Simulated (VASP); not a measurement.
Input:

```
CELL_PARAMETERS angstrom
      0.00000     2.72526     2.72526
      2.72526     0.00000     2.72526
      2.72526     2.72526     0.00000
ATOMIC_POSITIONS crystal
  S  0.00000 0.00000 0.00000
  Cd 0.50000 0.50000 0.50000
```

These are r2SCAN meta-GGA, VASP's PBE PAW potentials (set 64) (plane waves; VASP) values and carry that method's errors. Settings: 400 eV cut-off, 9×9×9 Γ-centred mesh, tetrahedra with Blöchl corrections, potentials S Cd.

### Question
Estimate the energy per atom (σ→0), band gap (over mesh and band path) with the smallest direct gap where there is one.

### Answer

```yaml
band gap (over mesh and band path): 0.73 eV
smallest direct gap (over mesh and band path): 2.36 eV
energy per atom (σ→0): -14.761 eV/atom
```

The absolute energy has meaning only against runs of the same code, potentials and settings.

The structure was generated: CdS was put into the rocksalt type (Fm-3m), which need not be its known phase. It was relaxed first, which changed the volume by +11 %.
